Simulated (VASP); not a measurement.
Method: PBE GGA, VASP's PBE PAW potentials (set 64) (plane waves; VASP).

VASP input:

### INCAR
```
# general
SYSTEM =Te
PREC   =Accurate
ENCUT  =520
LREAL  =F
LASPH  =T

# electronic loop
EDIFF  =1E-6
NELM   =100
ALGO   =Normal
LMAXMIX=4

# smearing
ISMEAR =0
SIGMA  =0.05

# functional
GGA    =PE

# output
LWAVE  =F
LCHARG =T
```

**KPOINTS**
```
Automatic mesh
0
Gamma
5 5 4
0 0 0
```

File POSCAR:
```
Te
11.912960
  0.1903533456  -0.3297016394   0.0000000000
  0.1903533456   0.3297016394   0.0000000000
  0.0000000000   0.0000000000   0.5000000194
Te
3
direct
  1.0000000000   0.2662266384   0.6666670000
  0.7337733616   0.7337733616   0.0000000000
  0.2662266384   1.0000000000   0.3333330000
```

POTCAR, in this order: Te (PBE.64 set). Program: vasp_std.

Task: What will the output report for the number of irreducible k-points (NKPTS), largest plane-wave count, number of space-group operations, FFT grid (NGX, NGY, NGZ)?

Result: 
The number of irreducible k-points (NKPTS) comes out as 17. The largest plane-wave count is 2914 and the number of space-group operations is 6. The FFT grid (NGX, NGY, NGZ) comes out as 36 × 36 × 48.

The compound is Te in the trig structure. It was relaxed first.
